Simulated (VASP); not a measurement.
# SiNi3: structure and properties in VASP, part 4 of 5

What structure does SiNi3 take at this level, and what are its properties? Left out of this account: at least 1 further run (phonons: its modes failed a check). The start is a cell from a database of measured crystal structures.

VASP 6.6.1, plane waves and PAW; the level of theory is named at each step.

Still holding for the runs below: This run allows spin, but its moments start at zero, where symmetry between the spins tends to hold them, which is where the search above led. The k-mesh is coarse for a metal.

So far. Step 7 (The orders side by side): All patterns lost their moments. Runs that ended non-magnetic differ by up to 0.8 meV an atom among themselves, which can come from the unlike meshes of the cells or from a run that isn't fully settled. The session goes on with moments started at or near zero. Step 8 (Relaxing cell and atoms (SCAN)): It ends with forces that vanish by symmetry and a pressure of 0.00 GPa. The relaxed cell has a = 3.448 Å (conventional setting).

The database entry behind the starting cell differs from later determinations by our own check (an axis about 0.9 % long against later determinations), so it need not match the best structure at ambient conditions.

## Step 9: Second relaxation

Level of this step: SCAN, zero-moment start; plane waves and PAW (Si, Ni) (VASP).

The basis stayed that of the start cell while the cell moved. A rerun from the cell reached resets it; the error of the finite cutoff stays.

INCAR reads:

```
SYSTEM = SiNi3
PREC = Accurate
ENCUT = 400
EDIFF = 1E-06
NELM = 100
ISMEAR = 1
SIGMA = 0.2
LREAL = .FALSE.
ALGO = Normal
METAGGA = SCAN
LASPH = .TRUE.
NBANDS = 25
ISPIN = 2
MAGMOM = -0 0 0 0
LMAXMIX = 4
LORBIT = 11
LWAVE = .FALSE.
LCHARG = .FALSE.
KPAR = 8
IBRION = 2
NSW = 60
ISIF = 3
EDIFFG = -0.01
```

POSCAR reads:

```
SiNi3
1.0
    3.4481692961      0.0000000000      0.0000000000
    0.0000000000      3.4481692961      0.0000000000
    0.0000000000      0.0000000000      3.4481692961
Si Ni
1 3
Direct
    0.0000000000      0.0000000000      0.0000000000
    0.0000000000      0.5000000000      0.5000000000
    0.5000000000      0.0000000000      0.5000000000
    0.5000000000      0.5000000000      0.0000000000
```

KPOINTS reads:

```
Automatic mesh
0
Gamma
6 6 6
0 0 0
```

The projector-augmented-wave data sets are Si and Ni (PBE family, release 64).

Started as:

```bash
mpirun -np 8 vasp_std
```

What it wrote:

```text
[... set-up lines as in an earlier step ...]
 entering main loop
       N       E                     dE             d eps       ncg     rms          rms(c)
DAV:   1     0.141121523469E+03    0.14112E+03   -0.13387E+04  2040   0.157E+03
DAV:   2    -0.588145490868E+02   -0.19994E+03   -0.18816E+03  2009   0.305E+02
DAV:   3    -0.678976993414E+02   -0.90832E+01   -0.88118E+01  2346   0.873E+01
DAV:   4    -0.680419652076E+02   -0.14427E+00   -0.14409E+00  2255   0.100E+01
DAV:   5    -0.680466560536E+02   -0.46908E-02   -0.46901E-02  2526   0.165E+00    0.215E+01
DAV:   6    -0.638610532108E+02    0.41856E+01   -0.39003E+01  2221   0.113E+02    0.172E+01
DAV:   7    -0.601828669659E+02    0.36782E+01   -0.10912E+01  2360   0.587E+01    0.493E+00
DAV:   8    -0.602492859276E+02   -0.66419E-01   -0.50464E-01  2046   0.644E+00    0.132E+00
DAV:   9    -0.602446491723E+02    0.46368E-02   -0.25180E-02  2557   0.174E+00    0.483E-01
DAV:  10    -0.602454264635E+02   -0.77729E-03   -0.28738E-03  2749   0.666E-01    0.184E-01
DAV:  11    -0.602465734092E+02   -0.11469E-02   -0.71597E-04  2157   0.247E-01    0.374E-02
DAV:  12    -0.602466588911E+02   -0.85482E-04   -0.37414E-05  2293   0.605E-02    0.171E-02
DAV:  13    -0.602466754953E+02   -0.16604E-04   -0.52304E-06  2345   0.211E-02    0.987E-03
DAV:  14    -0.602466376222E+02    0.37873E-04   -0.72267E-07  1375   0.879E-03    0.349E-03
DAV:  15    -0.602466153455E+02    0.22277E-04   -0.28795E-07  1097   0.736E-03    0.122E-03
DAV:  16    -0.602466093519E+02    0.59936E-05   -0.57203E-08  1086   0.211E-03    0.581E-04
DAV:  17    -0.602466079493E+02    0.14025E-05   -0.91886E-09  1081   0.861E-04    0.262E-04
DAV:  18    -0.602466074217E+02    0.52764E-06   -0.39494E-09  1057   0.541E-04
   1 F= -.60246607E+02 E0= -.60249320E+02  d E =-.602466E+02  mag=     0.0000
 curvature:   0.00 expect dE= 0.000E+00 dE for cont linesearch  0.000E+00
 trial: gam= 0.00000 g(F)=  0.000E+00 g(S)=  0.103E-03 ort = 0.000E+00 (trialstep = 0.100E+01)
 search vector abs. value=  0.103E-03
 bond charge predicted
       N       E                     dE             d eps       ncg     rms          rms(c)
DAV:   1    -0.602488006407E+02   -0.21927E-02   -0.20326E-02  2032   0.223E+00    0.409E-01
DAV:   2    -0.602493964110E+02   -0.59577E-03   -0.16288E-02  2349   0.237E+00    0.280E-01
DAV:   3    -0.602472278100E+02    0.21686E-02   -0.44975E-03  2328   0.122E+00    0.650E-02
DAV:   4    -0.602471042201E+02    0.12359E-03   -0.25445E-04  2100   0.134E-01    0.142E-02
DAV:   5    -0.602470850067E+02    0.19213E-04   -0.10929E-05  2118   0.315E-02    0.931E-03
DAV:   6    -0.602470537476E+02    0.31259E-04   -0.19239E-06  1739   0.111E-02    0.531E-03
DAV:   7    -0.602470141215E+02    0.39626E-04   -0.10826E-06  1468   0.111E-02    0.221E-03
DAV:   8    -0.602470078530E+02    0.62685E-05   -0.63440E-07  1006   0.796E-03    0.131E-03
DAV:   9    -0.602470100134E+02   -0.21604E-05   -0.91956E-08  1006   0.285E-03    0.626E-04
DAV:  10    -0.602470105500E+02   -0.53658E-06   -0.17296E-08  1006   0.187E-03
   2 F= -.60247011E+02 E0= -.60249722E+02  d E =-.403128E-03  mag=     0.0000
 trial-energy change:   -0.000403  1 .order    0.000032   -0.000103    0.000167
 step:   0.3809(harm=  0.3809)  dis= 0.00000  next Energy=   -60.246627 (dE=-0.196E-04)
 bond charge predicted
       N       E                     dE             d eps       ncg     rms          rms(c)
DAV:   1    -0.602479232144E+02   -0.91320E-03   -0.78194E-03  2030   0.138E+00    0.253E-01
DAV:   2    -0.602469477354E+02    0.97548E-03   -0.62628E-03  2350   0.147E+00    0.174E-01
DAV:   3    -0.602467613480E+02    0.18639E-03   -0.17305E-03  2326   0.754E-01    0.406E-02
DAV:   4    -0.602467436016E+02    0.17746E-04   -0.10022E-04  2100   0.839E-02    0.894E-03
DAV:   5    -0.602467495630E+02   -0.59613E-05   -0.42854E-06  1989   0.196E-02    0.587E-03
DAV:   6    -0.602467668981E+02   -0.17335E-04   -0.71360E-07  1266   0.724E-03    0.348E-03
DAV:   7    -0.602467909281E+02   -0.24030E-04   -0.66626E-07  1209   0.701E-03    0.134E-03
DAV:   8    -0.602467965050E+02   -0.55769E-05   -0.29731E-07  1006   0.628E-03    0.693E-04
DAV:   9    -0.602467951438E+02    0.13612E-05   -0.41467E-08  1004   0.239E-03    0.431E-04
DAV:  10    -0.602467950643E+02    0.79508E-07   -0.12072E-08  1006   0.130E-03
   3 F= -.60246795E+02 E0= -.60249508E+02  d E =-.187643E-03  mag=     0.0000
 curvature:  -0.19 expect dE=-0.981E-07 dE for cont linesearch -0.981E-07
 trial: gam= 0.00000 g(F)=  0.614E-66 g(S)=  0.515E-06 ort =-0.729E-05 (trialstep = 0.876E+00)
 search vector abs. value=  0.515E-06
 reached required accuracy - stopping structural energy minimisation
```

Run time: 33 s. Hardware: 8 MPI ranks of Intel Xeon Platinum 8488C (Sapphire Rapids), shared host; peak memory 1.4 GiB.

From OUTCAR (step 9):

```text
   ENCUT  =  400.0 eV  29.40 Ry    5.42 a.u.   5.62  5.62  5.62*2*pi/ulx,y,z

   NELECT =      34.0000    total number of electrons

 E-fermi :  11.2214

 spin component 1
 k-point     1 :       0.0000    0.0000    0.0000
  band No.  band energies     occupation
    ...
     12      10.2370      1.00000
     13      10.2370      1.00000
     14      10.4253      1.00000
     15      10.4253      1.00000
     16      10.8448      1.01145
     17      11.2688      0.30558
     18      11.2689      0.30516
     19      11.2689      0.30515
     20      16.7126      0.00000
     21      17.9056      0.00000
    ...

 k-point     2 :       0.1667    0.0000    0.0000
  band No.  band energies     occupation
    ...
     12      10.3063      1.00000
     13      10.3064      1.00000
     14      10.3649      1.00000
     15      10.4262      1.00000
     16      10.7005      1.00072
     17      11.2693      0.30364
     18      11.9651     -0.00000
     19      11.9652     -0.00000
     20      17.0860      0.00000
     21      17.8030      0.00000
    ...

  Total        0.0037736      0.0037736      0.0037736     -0.0000000     -0.0000000      0.0000000
  in kB        0.1475757      0.1475757      0.1475757     -0.0000000     -0.0000000      0.0000000
  external PRESSURE =       0.1475757 kB  Pullay stress =       0.0000000 kB

 POSITION                                       TOTAL-FORCE (eV/Angst)
 -----------------------------------------------------------------------------------
      0.00000      0.00000      0.00000        -0.000000      0.000000      0.000000
      0.00000      1.72366      1.72366        -0.000000     -0.000000      0.000000
      1.72366     -0.00000      1.72366         0.000000     -0.000000      0.000000
      1.72366      1.72366      0.00000         0.000000      0.000000      0.000000
 -----------------------------------------------------------------------------------
    total drift:                                0.000000     -0.000000     -0.000000

  FREE ENERGIE OF THE ION-ELECTRON SYSTEM (eV)
  ---------------------------------------------------
  free  energy   TOTEN  =       -60.2467950643 eV

  energy  without entropy=      -60.2549325573  energy(sigma->0) =      -60.24950756

 magnetization (x)
# of ion       s       p       d       tot
------------------------------------------
    1       -0.000   0.000   0.000   0.000
    2        0.000  -0.000   0.000   0.000
    3        0.000  -0.000   0.000   0.000
    4        0.000  -0.000   0.000   0.000
--------------------------------------------------
tot          0.000   0.000   0.000   0.000

[... 5 parts as in an earlier step ...]

[... 12 further parts left out ...]
```

CONTCAR:

```
SiNi3
   1.00000000000000
     3.4473239300028160   -0.0000000000000000   -0.0000000000000000
     0.0000000000000000    3.4473239300028160    0.0000000000000000
     0.0000000000000000   -0.0000000000000000    3.4473239300028160
  Si              Ni
     1     3
Direct
     0.0000000000000000    0.0000000000000000    0.0000000000000000
     0.0000000000000000    0.5000000000000000    0.5000000000000000
     0.5000000000000000    0.0000000000000000    0.5000000000000000
     0.5000000000000000    0.5000000000000000    0.0000000000000000
```

Little changed from the start: no atom moved by 0.005 Å and no cell edge by 0.1 %.

Numbers from this step:

```yaml
free_energy_toten: -60.2468 eV
energy_at_zero_smearing: -60.2495 eV
fermi_energy: 11.22 eV
pressure: 0.01476 GPa
scf_cycles_over_all_ionic_steps: 38
```

It ends with forces that vanish by symmetry and a pressure of 0.01 GPa. The volume moved by only 0.07 %, so the volume is settled.

## Step 10: Single point with fields (SCAN)

A single point on the relaxed cell gives a clean self-consistent state, with density, ELF and potential written out.

Edit INCAR of step 9 so:

```diff
@@ -17,7 +17,5 @@
 LWAVE = .FALSE.
-LCHARG = .FALSE.
-KPAR = 8
-IBRION = 2
-NSW = 60
-ISIF = 3
-EDIFFG = -0.01
+LCHARG = .TRUE.
+ISIF = 2
+LELF = .TRUE.
+LVHAR = .TRUE.
```

POSCAR reads:

```
SiNi3
1.0
    3.4473239300      0.0000000000      0.0000000000
    0.0000000000      3.4473239300      0.0000000000
    0.0000000000      0.0000000000      3.4473239300
Si Ni
1 3
Direct
    0.0000000000      0.0000000000      0.0000000000
    0.0000000000      0.5000000000      0.5000000000
    0.5000000000      0.0000000000      0.5000000000
    0.5000000000      0.5000000000      0.0000000000
```

KPOINTS is that of step 9.

Started as:

```bash
mpirun -np 8 vasp_std
```

What it wrote:

```text
[banner, memory and clock lines left out]
running    8 mpi-ranks, on    1 nodes
 distrk:  each k-point on    8 cores,    1 groups
 distr:  one band on    1 cores,    8 groups

 POSCAR found type information on POSCAR SiNi
 POSCAR found :  2 types and       4 ions
 [... a notice as in an earlier step ...]

 [... a notice as in an earlier step ...]

 LDA part: xc-table for (None), standard interpolation
|                                                                             |
|           W    W    AA    RRRRR   N    N  II  N    N   GGGG   !!!           |
|           W    W   A  A   R    R  NN   N  II  NN   N  G    G  !!!           |
|           W    W  A    A  R    R  N N  N  II  N N  N  G       !!!           |
|           W WW W  AAAAAA  RRRRR   N  N N  II  N  N N  G  GGG   !            |
|           WW  WW  A    A  R   R   N   NN  II  N   NN  G    G                |
|           W    W  A    A  R    R  N    N  II  N    N   GGGG   !!!           |
|                                                                             |
|     The number of bands has been changed from the values supplied in        |
|     The orbitals not found in the WAVECAR file will be initialized with     |
|     random numbers, which is usually adequate. For correlated               |
|     calculations, however, you should redo the groundstate calculation.     |
|     I found NBANDS = 25. Now, NBANDS = 32.                                  |
|                                                                             |

 POSCAR, INCAR and KPOINTS ok, starting setup
 FFT: planning ... GRIDC
 FFT: planning ... GRID_SOFT
 FFT: planning ... GRID
 WAVECAR not read
 entering main loop
       N       E                     dE             d eps       ncg     rms          rms(c)
DAV:   1     0.150752136428E+03    0.15075E+03   -0.12277E+04  2664   0.122E+03
DAV:   2    -0.537208064774E+02   -0.20447E+03   -0.18725E+03  2632   0.263E+02
DAV:   3    -0.678024515985E+02   -0.14082E+02   -0.13317E+02  2992   0.809E+01
DAV:   4    -0.680378883760E+02   -0.23544E+00   -0.23510E+00  2880   0.107E+01
DAV:   5    -0.680448537989E+02   -0.69654E-02   -0.69649E-02  3352   0.157E+00    0.215E+01
DAV:   6    -0.639186880022E+02    0.41262E+01   -0.23741E+01  2976   0.884E+01    0.172E+01
DAV:   7    -0.601877313640E+02    0.37310E+01   -0.69050E+00  3128   0.454E+01    0.491E+00
DAV:   8    -0.602473275996E+02   -0.59596E-01   -0.31876E-01  2576   0.485E+00    0.124E+00
DAV:   9    -0.602442282972E+02    0.30993E-02   -0.19360E-02  3296   0.110E+00    0.443E-01
DAV:  10    -0.602457458275E+02   -0.15175E-02   -0.17843E-03  3744   0.527E-01    0.165E-01
DAV:  11    -0.602465490119E+02   -0.80318E-03   -0.63617E-04  2952   0.188E-01    0.330E-02
DAV:  12    -0.602466028815E+02   -0.53870E-04   -0.24684E-05  3040   0.479E-02    0.136E-02
DAV:  13    -0.602466292567E+02   -0.26375E-04   -0.49133E-06  3144   0.211E-02    0.606E-03
DAV:  14    -0.602466206418E+02    0.86149E-05   -0.55796E-07  1744   0.884E-03    0.333E-03
DAV:  15    -0.602465888799E+02    0.31762E-04   -0.24693E-07  1592   0.720E-03    0.107E-03
DAV:  16    -0.602465892680E+02   -0.38802E-06   -0.68885E-08  1560   0.187E-03
   1 F= -.60246589E+02 E0= -.60249302E+02  d E =0.813737E-02  mag=     0.0000
```

It took 13 s on 8 MPI ranks; peak memory 0.9 GiB; 1.7 min of CPU time.

OUTCAR, selected parts (step 10):

```text
   k-points           NKPTS =     20   k-points in BZ     NKDIM =     20   number of bands    NBANDS=     32

   NELECT =      34.0000    total number of electrons

 E-fermi :  11.2215

 spin component 1
 k-point     1 :       0.0000    0.0000    0.0000
  band No.  band energies     occupation
    ...
     12      10.2370      1.00000
     13      10.2370      1.00000
     14      10.4253      1.00000
     15      10.4254      1.00000
     16      10.8448      1.01144
     17      11.2688      0.30573
     18      11.2689      0.30531
     19      11.2689      0.30530
     20      16.7126      0.00000
     21      17.9057      0.00000
    ...

 k-point     2 :       0.1667    0.0000    0.0000
  band No.  band energies     occupation
    ...
     12      10.3063      1.00000
     13      10.3064      1.00000
     14      10.3649      1.00000
     15      10.4262      1.00000
     16      10.7005      1.00072
     17      11.2693      0.30379
     18      11.9651     -0.00000
     19      11.9652     -0.00000
     20      17.0860      0.00000
     21      17.8030      0.00000
    ...

  Total        0.0029778      0.0029778      0.0029778     -0.0000000     -0.0000000      0.0000000
  in kB        0.1164566      0.1164566      0.1164566     -0.0000000     -0.0000000      0.0000000
  external PRESSURE =       0.1164566 kB  Pullay stress =       0.0000000 kB

 POSITION                                       TOTAL-FORCE (eV/Angst)
 -----------------------------------------------------------------------------------
      0.00000      0.00000      0.00000         0.000000      0.000000      0.000000
      0.00000      1.72366      1.72366         0.000000      0.000000      0.000000
      1.72366      0.00000      1.72366         0.000000      0.000000      0.000000
      1.72366      1.72366      0.00000         0.000000      0.000000      0.000000
 -----------------------------------------------------------------------------------
    total drift:                                0.000000     -0.000000     -0.000000

  FREE ENERGIE OF THE ION-ELECTRON SYSTEM (eV)
  ---------------------------------------------------
  free  energy   TOTEN  =       -60.2465892680 eV

  energy  without entropy=      -60.2547266378  energy(sigma->0) =      -60.24930172

 magnetization (x)
# of ion       s       p       d       tot
------------------------------------------
    1       -0.000  -0.000   0.000  -0.000
    2       -0.000  -0.000   0.000   0.000
    3       -0.000  -0.000   0.000   0.000
    4       -0.000  -0.000   0.000   0.000
--------------------------------------------------
tot         -0.000  -0.000   0.000   0.000

[... 6 parts as in an earlier step ...]

[... 15 further parts left out ...]
```

With spin, VASP writes an ELF for each channel.

Numbers from this step:

```
SCF cycles              : 16
bands                   : 32
free energy (TOTEN)     : -60.2466 eV
energy at zero smearing : -60.2493 eV
pressure                : 0.01165 GPa
```

Valence electrons inside each PAW sphere by angular momentum. Sphere charges, by row:

| atom | s (e) | p (e) | d (e) | tot (e) |
| --- | --- | --- | --- | --- |
| Si1 | 0.723 | 0.839 | 0 | 1.562 |
| Ni2 | 0.524 | 0.653 | 8.436 | 9.613 |
| Ni3 | 0.524 | 0.653 | 8.436 | 9.613 |
| Ni4 | 0.524 | 0.653 | 8.436 | 9.613 |

Electrostatic potential energy in the ac plane at fractional y = 0.000, with atoms of Si and Ni within 0.2 Å of it. With pseudopotentials it is smooth inside the atoms' cores, unlike the true potential.

Ten even steps from '_' (-100 eV) to '@' (1 eV), each cell a mean:
```
__..==##@@@@@@@@@@@@@@##--__
::==**%%@@@@@@@@@@@@@@%%++--
**##%%@@@@@@@@@@@@@@@@@@%%##
@@@@@@@@@@%%%%%%%%@@@@@@@@@@
@@@@@@@@%%##++==++##@@@@@@@@
@@@@@@@@%%++::..::++%%@@@@@@
@@@@@@@@##==____..==%%@@@@@@
@@@@@@@@##==..__::++%%@@@@@@
@@@@@@@@%%##====++##%%@@@@@@
@@@@@@@@@@%%####%%%%@@@@@@@@
##%%%%@@@@@@@@@@@@@@@@@@%%##
--==**%%@@@@@@@@@@@@@@%%**==
__..==%%@@@@@@@@@@@@@@##==..
____--##@@@@@@@@@@@@@@**::__
```
Columns run along a (3.4 Å; values clipped at the 3rd and 97th percentile), rows up along c (3.4 Å). Atoms in or near the plane, at fractional coordinates: Si at (0.00, 0.00), Ni at (0.50, 0.50).

Valence density in the ac plane at fractional y = 0.000, with atoms of Si and Ni within 0.2 Å of it. It is the smooth field of the valence electrons, not physical close to the nuclei.

Ten steps, logarithmic in the rise over the least value, from '0' (0 e/Å³) to '9' (13 e/Å³), each cell a mean:
```
12333222233332
23333322333333
33333333333333
33333445433333
33334577753333
22335789874332
22335899975322
22335799874322
23334678754332
33333455543333
33333333333333
23333333333333
12333322233332
01233222233321
```
Columns run along a (3.4 Å), rows up along c (3.4 Å). Atoms in or near the plane, at fractional coordinates: Si at (0.00, 0.00), Ni at (0.50, 0.50).

ELF of up spins in the ac plane at fractional y = 0.000, with atoms of Si and Ni within 0.2 Å of it. It is the smooth field of the valence electrons, not physical close to the nuclei.

Ten even steps from '0' (0.00) to '9' (0.60), each cell a mean:
```
13698643568852
46898643468985
89997433357998
89875432345788
66644210124566
44432100013345
33332000002333
44432000013344
66543200124466
88864322245788
89986433347999
56998543468986
23698643469963
12588643468841
```
Columns run along a (3.4 Å), rows up along c (3.4 Å). Atoms in or near the plane, at fractional coordinates: Si at (0.00, 0.00), Ni at (0.50, 0.50).

In this run the pressure is 0.01 GPa, small enough to go on; single stress components reach 0.01 GPa.

(Continued in part 5 of 5.)

[Lines on the potential files, build, host, timing and source positions are cut from VASP's logs without a mark.]

[Logs are printed without paths, hosts, clocks, repeated set-up lines and the standing remarks that a program may print on its own settings, such as how far it seeks lower states.]

[Hosts, paths, dates, database ids (printed as entryN), source tags and the programs' standing remarks are cut or masked in the printed files.]

[A measured line is paired with the nearest computed mode of its activity, which favours agreement.]

[In band tables of VASP the shares of atoms and orbitals are scaled to a sum of 1 inside the atoms' spheres.]
